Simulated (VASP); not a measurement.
Level of theory: PBEsol GGA, VASP's PBE PAW potentials (set 64) (plane waves; VASP).

A VASP calculation is set up with these files.

### POSCAR
```
MoS2
1
    1.5693247587    -2.7181499453    -0.0000000000
    1.5693247587     2.7181499453    -0.0000000000
   -0.0000000000     0.0000000000    12.3973956137
Mo S
2 4
Direct
  0.3333330000   0.6666670000   0.2500000000
  0.6666670000   0.3333330000   0.7500000000
  0.3333330000   0.6666670000   0.8758068873
  0.6666670000   0.3333330000   0.3758068873
  0.6666670000   0.3333330000   0.1241931127
  0.3333330000   0.6666670000   0.6241931127
```

**INCAR**
```
LMAXMIX=4   ! l cut-off of mixed one-centre charges
LREAL=.FALSE.   ! projection in real space or not
LCHARG=.TRUE.
NEDOS=601
LASPH=.TRUE.
ISIF=2
GGA=PS   ! PBEsol
PREC=Accurate
ISMEAR=-5
ENCUT=400   ! plane-wave cut-off (eV)
SYSTEM=MoS2
EDIFF=1E-7
ALGO=Normal   ! blocked Davidson
NELM=100   ! most electronic steps
LWAVE=.FALSE.
LORBIT=11
```

File KPOINTS:
```
K-points
0
Gamma
11 11 3
0 0 0
```

POTCAR, in this order: Mo_sv S (PBE.64 set). Program: vasp_std.

Output

File OSZICAR:
```
       N       E                     dE             d eps       ncg     rms          rms(c)
DAV:   1     0.384641871052E+03    0.38464E+03   -0.26245E+04  2248   0.130E+03
DAV:   2    -0.291658758608E+02   -0.41381E+03   -0.40487E+03  2586   0.361E+02
DAV:   3    -0.493320721513E+02   -0.20166E+02   -0.20059E+02  2528   0.701E+01
DAV:   4    -0.497668073418E+02   -0.43474E+00   -0.43366E+00  2472   0.104E+01
DAV:   5    -0.497764909247E+02   -0.96836E-02   -0.96786E-02  2532   0.149E+00    0.371E+01
DAV:   6    -0.475963315953E+02    0.21802E+01   -0.20389E+01  2202   0.244E+01    0.130E+01
DAV:   7    -0.472323830630E+02    0.36395E+00   -0.90244E+00  2221   0.151E+01    0.853E+00
DAV:   8    -0.468978597476E+02    0.33452E+00   -0.15139E+00  2595   0.679E+00    0.300E+00
DAV:   9    -0.469079375735E+02   -0.10078E-01   -0.17307E-01  2655   0.190E+00    0.134E+00
DAV:  10    -0.468996395538E+02    0.82980E-02   -0.63731E-02  2422   0.142E+00    0.309E-01
DAV:  11    -0.468995759206E+02    0.63633E-04   -0.28547E-03  2460   0.294E-01    0.174E-01
DAV:  12    -0.468995167054E+02    0.59215E-04   -0.28457E-04  2491   0.871E-02    0.879E-02
DAV:  13    -0.468995102554E+02    0.64499E-05   -0.23754E-04  2652   0.785E-02    0.205E-02
DAV:  14    -0.468995097656E+02    0.48988E-06   -0.26499E-05  2396   0.293E-02    0.213E-02
DAV:  15    -0.468995100212E+02   -0.25561E-06   -0.24883E-06  2362   0.913E-03    0.457E-03
DAV:  16    -0.468995097869E+02    0.23425E-06   -0.10530E-06  2240   0.555E-03    0.677E-04
DAV:  17    -0.468995098559E+02   -0.68955E-07   -0.65132E-08  1601   0.145E-03
   1 F= -.46899510E+02 E0= -.46899510E+02  d E =0.000000E+00
```

**OUTCAR**
```
------------------------ aborting loop because EDIFF is reached ----------------------------------------
  FORCE on cell =-STRESS in cart. coord.  units (eV):
  Direction    XX          YY          ZZ          XY          YZ          ZX
  --------------------------------------------------------------------------------------
  Total        0.0352057      0.0352057      0.0374943      0.0000000      0.0000000      0.0000000
  in kB        0.5333066      0.5333065      0.5679742      0.0000000      0.0000000      0.0000000
  external PRESSURE =       0.5448624 kB  Pullay stress =       0.0000000 kB
  volume of cell :      105.77
      direct lattice vectors                 reciprocal lattice vectors
     1.569324759 -2.718149945  0.000000000     0.318608368 -0.183948645  0.000000000
     1.569324759  2.718149945  0.000000000     0.318608368  0.183948645  0.000000000
     0.000000000  0.000000000 12.397395614     0.000000000  0.000000000  0.080662103
 POSITION                                       TOTAL-FORCE (eV/Angst)
 -----------------------------------------------------------------------------------
      1.56932      0.90605      3.09935        -0.000000     -0.000000     -0.000000
      1.56932     -0.90605      9.29805         0.000000      0.000000     -0.000000
      1.56932      0.90605     10.85772        -0.000000      0.000000     -0.004252
      1.56932     -0.90605      4.65903         0.000000      0.000000     -0.004252
      1.56932     -0.90605      1.53967         0.000000     -0.000000      0.004252
      1.56932      0.90605      7.73837        -0.000000      0.000000      0.004252
 -----------------------------------------------------------------------------------
    total drift:                                0.000218      0.001593     -0.000031
  FREE ENERGIE OF THE ION-ELECTRON SYSTEM (eV)
  ---------------------------------------------------
  free  energy   TOTEN  =       -46.8995098559 eV

  energy  without entropy=      -46.8995098559  energy(sigma->0) =      -46.89950986

 total charge

# of ion       s       p       d       tot
------------------------------------------
    1        2.300   6.232   3.995  12.528
    2        2.300   6.232   3.995  12.528
    3        1.359   2.325   0.000   3.683
    4        1.359   2.325   0.000   3.683
    5        1.359   2.325   0.000   3.683
    6        1.359   2.325   0.000   3.683
--------------------------------------------------
tot         10.034  21.763   7.990  39.788
```
(Selected blocks of OUTCAR.)

**OUTCAR**
```
 val. band max:        7.5227983575   @ k =   0.0000   0.0000   0.0000

 cond. band min:       8.4249777694   @ k =   0.1818   0.1818   0.0000


 Fermi energy:         7.5377881408

 k-point     1 :       0.0000    0.0000    0.0000
  band No.  band energies     occupation
      1     -53.8059      2.00000
      2     -53.8059      2.00000
      3     -28.0225      2.00000
      4     -28.0221      2.00000
      5     -27.7564      2.00000
      6     -27.7564      2.00000
      7     -27.7562      2.00000
      8     -27.7561      2.00000
      9      -7.4913      2.00000
     10      -7.2386      2.00000
     11      -6.2256      2.00000
     12      -5.8024      2.00000
     13       0.5588      2.00000
     14       1.5454      2.00000
     15       4.0022      2.00000
     16       4.2637      2.00000
     17       4.2637      2.00000
     18       4.2745      2.00000
     19       4.2745      2.00000
     20       5.4066      2.00000
     21       5.4067      2.00000
     22       5.4467      2.00000
     23       5.4468      2.00000
     24       6.2725      2.00000
     25       6.3164      2.00000
     26       7.5228      2.00000
     27       9.7624      0.00000
     28       9.7651      0.00000
     29       9.7869      0.00000
     30       9.7882      0.00000
     31       9.9635      0.00000

 k-point     2 :       0.0909   -0.0000    0.0000
  band No.  band energies     occupation
      1     -53.8023      2.00000
      2     -53.8023      2.00000
      3     -28.0155      2.00000
      4     -28.0151      2.00000
      5     -27.7919      2.00000
      6     -27.7918      2.00000
      7     -27.7645      2.00000
      8     -27.7643      2.00000
      9      -7.3597      2.00000
     10      -7.1085      2.00000
     11      -6.1639      2.00000
     12      -5.7558      2.00000
     13       0.7077      2.00000
     14       1.6902      2.00000
     15       3.7559      2.00000
     16       3.9755      2.00000
     17       3.9953      2.00000
...
```

Without a dispersion term in the relaxation, distances and binding between the weakly bound layers, chains or molecules are unreliable, and so is what depends on them.

The compound is MoS2 in the 2H layered structure. It was relaxed first.
